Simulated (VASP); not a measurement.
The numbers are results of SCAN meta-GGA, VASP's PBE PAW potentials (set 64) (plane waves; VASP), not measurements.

The input files of a VASP run:

**POSCAR**
```
BN
1.8031570
  0.0000000000   1.0000000544   1.0000000544
  1.0000000544   0.0000000000   1.0000000544
  1.0000000544   1.0000000544   0.0000000000
B N
1 1
Cart
  0.0000000000   0.0000000000   0.0000000000
  0.5000000272   0.5000000272   0.5000000272
```

**KPOINTS_OPT**
```
k-points along high-symmetry lines
10
Line-mode
Reciprocal
  0.000000   0.000000   0.000000 ! GAMMA
 -0.500000  -0.500000   0.000000 ! X

 -0.500000  -0.500000   0.000000 ! X
 -0.375000  -0.375000   0.250000 ! U

 -0.375000  -0.000000   0.375000 ! K
  0.000000   0.000000   0.000000 ! GAMMA

  0.000000   0.000000   0.000000 ! GAMMA
 -0.000000  -0.000000   0.500000 ! L

 -0.000000  -0.000000   0.500000 ! L
 -0.500000  -0.250000   0.250000 ! W

 -0.500000  -0.250000   0.250000 ! W
 -0.500000  -0.500000   0.000000 ! X
```

INCAR:
```
SYSTEM = BN
PREC = Accurate; ENCUT = 520; LREAL = .FALSE.
LASPH = .TRUE.
EDIFF = 1E-7; NELM = 100; ALGO = Normal
LMIXTAU = .TRUE.
ISMEAR = -5
METAGGA = SCAN
ISIF = 2
LWAVE = .FALSE.; LCHARG = .FALSE.; LORBIT = 11
NEDOS = 601
```

### KPOINTS
```
Automatic mesh
0
Gamma
14 14 14
0 0 0
```

POTCAR, in this order: B N (PBE.64 set). Program: vasp_std.

The resulting files:

### OSZICAR
```
       N       E                     dE             d eps       ncg     rms          rms(c)
DAV:   1     0.415020321649E+01    0.41502E+01   -0.54148E+03  1744   0.102E+03
DAV:   2    -0.228132618387E+02   -0.26963E+02   -0.26811E+02  2312   0.181E+02
DAV:   3    -0.230079862146E+02   -0.19472E+00   -0.19472E+00  1976   0.186E+01
DAV:   4    -0.230081483239E+02   -0.16211E-03   -0.16211E-03  2264   0.471E-01
DAV:   5    -0.230081483733E+02   -0.49460E-07   -0.49460E-07  1888   0.667E-03    0.663E+00
DAV:   6    -0.186072738180E+02    0.44009E+01   -0.36176E+00  2304   0.158E+01    0.339E+00
DAV:   7    -0.196845295398E+02   -0.10773E+01   -0.39182E-01  1672   0.879E+00    0.183E+00
DAV:   8    -0.189962802103E+02    0.68825E+00   -0.36271E-01  1688   0.813E+00    0.917E-01
DAV:   9    -0.195027572687E+02   -0.50648E+00   -0.28026E-01  1704   0.661E+00    0.627E-01
DAV:  10    -0.195433055919E+02   -0.40548E-01   -0.16010E-02  1752   0.168E+00    0.339E-01
DAV:  11    -0.195412097632E+02    0.20958E-02   -0.65245E-03  1664   0.126E+00    0.232E-01
DAV:  12    -0.195431176950E+02   -0.19079E-02   -0.41574E-03  1664   0.913E-01    0.234E-02
DAV:  13    -0.195430089955E+02    0.10870E-03   -0.36205E-04  1736   0.232E-01    0.285E-02
DAV:  14    -0.195430104499E+02   -0.14543E-05   -0.65038E-05  2024   0.104E-01    0.635E-03
DAV:  15    -0.195430045431E+02    0.59068E-05   -0.49314E-06  1912   0.282E-02    0.399E-03
DAV:  16    -0.195430092908E+02   -0.47477E-05   -0.58424E-07  2224   0.914E-03    0.145E-03
DAV:  17    -0.195430099985E+02   -0.70770E-06   -0.19485E-07  1192   0.426E-03    0.237E-04
DAV:  18    -0.195430114891E+02   -0.14905E-05   -0.31511E-08   832   0.263E-03    0.134E-04
DAV:  19    -0.195430110212E+02    0.46790E-06   -0.22518E-09   832   0.545E-04    0.121E-04
DAV:  20    -0.195430110612E+02   -0.40055E-07   -0.15753E-09   832   0.496E-04
   1 F= -.19543011E+02 E0= -.19543011E+02  d E =0.000000E+00
       N       E                     dE             ncg
```

**OUTCAR**
```
------------------------ aborting loop because EDIFF is reached ----------------------------------------
  FORCE on cell =-STRESS in cart. coord.  units (eV):
  Direction    XX          YY          ZZ          XY          YZ          ZX
  --------------------------------------------------------------------------------------
  Total        0.0105303      0.0105303      0.0105303     -0.0000000     -0.0000000      0.0000000
  in kB        1.4388723      1.4388723      1.4388723     -0.0000000     -0.0000000      0.0000000
  external PRESSURE =       1.4388723 kB  Pullay stress =       0.0000000 kB
  volume of cell :       11.73
      direct lattice vectors                 reciprocal lattice vectors
     0.000000000  1.803157098  1.803157098    -0.277291424  0.277291424  0.277291424
     1.803157098  0.000000000  1.803157098     0.277291424 -0.277291424  0.277291424
     1.803157098  1.803157098  0.000000000     0.277291424  0.277291424 -0.277291424
  FREE ENERGIE OF THE ION-ELECTRON SYSTEM (eV)
  ---------------------------------------------------
  free  energy   TOTEN  =       -19.5430110612 eV

  energy  without entropy=      -19.5430110612  energy(sigma->0) =      -19.54301106

 total charge

# of ion       s       p       d       tot
------------------------------------------
    1        0.686   1.352   0.000   2.037
    2        1.233   2.802   0.000   4.034
--------------------------------------------------
tot          1.919   4.153   0.000   6.072
```
(Selected blocks of OUTCAR.)

OUTCAR:
```
 val. band max:        7.2923455781   @ k =   0.0000   0.0000   0.0000

 cond. band min:      12.2621896662   @ k =   0.5000   0.5000   0.0000


 Fermi energy:         7.2941526672

 k-point     1 :       0.0000    0.0000    0.0000
  band No.  band energies     occupation
      1     -14.1147      2.00000
      2       7.2923      2.00000
      3       7.2923      2.00000
      4       7.2923      2.00000
      5      16.8154      0.00000
      6      16.8154      0.00000
      7      16.8154      0.00000
      8      18.4440      0.00000

 k-point     2 :       0.0714    0.0000    0.0000
  band No.  band energies     occupation
      1     -13.9854      2.00000
      2       6.5716      2.00000
      3       7.1519      2.00000
      4       7.1520      2.00000
      5      17.0000      0.00000
      6      17.0319      0.00000
      7      17.0319      0.00000
      8      18.8793      0.00000

 k-point     3 :       0.1429    0.0000    0.0000
  band No.  band energies     occupation
      1     -13.6014      2.00000
      2       4.8225      2.00000
      3       6.7918      2.00000
      4       6.7918      2.00000
      5      17.2887      0.00000
      6      17.5708      0.00000
      7      17.5708      0.00000
      8      20.0124      0.00000

 k-point     4 :       0.2143    0.0000    0.0000
  band No.  band energies     occupation
      1     -12.9758      2.00000
      2       2.6546      2.00000
      3       6.3384      2.00000
      4       6.3384      2.00000
      5      17.5514      0.00000
      6      18.1736      0.00000
      7      18.1736      0.00000
      8      21.3168      0.00000

 k-point     5 :       0.2857    0.0000    0.0000
  band No.  band energies     occupation
      1     -12.1389      2.00000
      2       0.4335      2.00000
      3       5.9021      2.00000
      4       5.9021      2.00000
      5      17.7898      0.00000
      6      18.5972      0.00000
      7      18.5972      0.00000
...
```

The compound is BN in the zinc blende structure. It was relaxed first.
